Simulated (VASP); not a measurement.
Here is the system:

```yaml
crystal:
  lattice:
    - [1.56229, -2.70596, 0.00000]
    - [1.56229, 2.70596, 0.00000]
    - [0.00000, 0.00000, 3.45438]
  atoms:
    - { symbol: Hf, position: [0.00000, 0.00000, 0.00000] }
    - { symbol: B, position: [0.33333, 0.66667, 0.50000] }
    - { symbol: B, position: [0.66667, 0.33333, 0.50000] }
```

All values below come from PBEsol GGA, VASP's PBE PAW potentials (set 64) (plane waves; VASP). Settings: 520 eV cut-off, 13×13×10 Γ-centred mesh, tetrahedra with Blöchl corrections, potentials Hf_pv B.

The cores are frozen, which limits the accuracy of field gradients.

### Question
Give the principal components of the electric field gradient (V/Å²) and the asymmetry η at each nucleus.

### Answer

```
atom    Vxx    Vyy   Vzz     η
----  -----  -----  ----  ----
Hf1   -40.3  -40.3  80.6  0.00
B2     -0.8   -0.8   1.6  0.00
B3     -0.8   -0.8   1.6  0.00
```

The compound is HfB2 in the AlB2 type structure. It was relaxed first.
